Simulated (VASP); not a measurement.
Input for VASP

**POSCAR**
```
ZrZnNi4
1
    0.0000000000     3.3960000000     3.3960000000
    3.3960000000     0.0000000000     3.3960000000
    3.3960000000     3.3960000000     0.0000000000
Ni Zr Zn
4 1 1
Direct
  0.6250000000   0.6250000000   0.6250000000
  0.1250000000   0.6250000000   0.6250000000
  0.6250000000   0.6250000000   0.1250000000
  0.6250000000   0.1250000000   0.6250000000
  0.0000000000   0.0000000000   0.0000000000
  0.2500000000   0.2500000000   0.2500000000
```

### INCAR
```
SYSTEM = ZrZnNi4
PREC = Accurate; ENCUT = 300; LREAL = .False.
LASPH = .True.
EDIFF = 1E-6; NELM = 100; ALGO = Normal
LMAXMIX = 4
ISMEAR = 0; SIGMA = 0.1
MAGMOM = 2.0 2.0 2.0 2.0 0.0 0.0
ISPIN = 2
ISIF = 2
LWAVE = .False.; LCHARG = .False.; LORBIT = 11
```

### KPOINTS
```
kpoints
0
gamma
6 6 6
```

POTCAR, in this order: Ni Zr_sv Zn (LDA.64 set). Program: vasp_std.

Q: Translate this LDA calculation to Ansatz.

A: One equivalent input (not run):
Ansatz 0.2 input:
```yaml
crystal:
  lattice:
    - [0.0000000, 3.3960000, 3.3960000]
    - [3.3960000, 0.0000000, 3.3960000]
    - [3.3960000, 3.3960000, 0.0000000]
  atoms:
    - { symbol: Ni, position: [0.6250000, 0.6250000, 0.6250000], spin: 2 }
    - { symbol: Ni, position: [0.1250000, 0.6250000, 0.6250000], spin: 2 }
    - { symbol: Ni, position: [0.6250000, 0.6250000, 0.1250000], spin: 2 }
    - { symbol: Ni, position: [0.6250000, 0.1250000, 0.6250000], spin: 2 }
    - { symbol: Zr, position: [0.0000000, 0.0000000, 0.0000000] }
    - { symbol: Zn, position: [0.2500000, 0.2500000, 0.2500000] }
kpoints:
  mp_grid: { grid: [6, 6, 6] }
hamiltonian:
  xc: lda
  pseudopotentials: { kind: paw }
magnetization: { spin_polarized: true }
scf:
  occupations: { method: gaussian, width: 0.1 }
  max_iter: 100
output: { forces: true, stress: true, eigenvalues: true }
```
The two are equivalent in intent, not identical: each code has its own PAW files, so the cut-off isn't converted (ENCUT is set for VASP's; basis.ecutwfc is left out, and Ansatz then takes the one that its files recommend); Ansatz stops its SCF on the density residual and VASP on the energy change (EDIFF); Ansatz's lda is the Perdew-Wang form, while the LDA potentials of VASP carry Perdew-Zunger's.

The structure comes from a measured ZrZnNi4 entry of the Crystallography Open Database, whose conditions weren't checked. The cell was not relaxed at this level. The run is one of a series of settings (GGA removed, POTCAR Ni Zr_sv Zn (LDA.64 set) against the base run), some of them coarse on purpose.
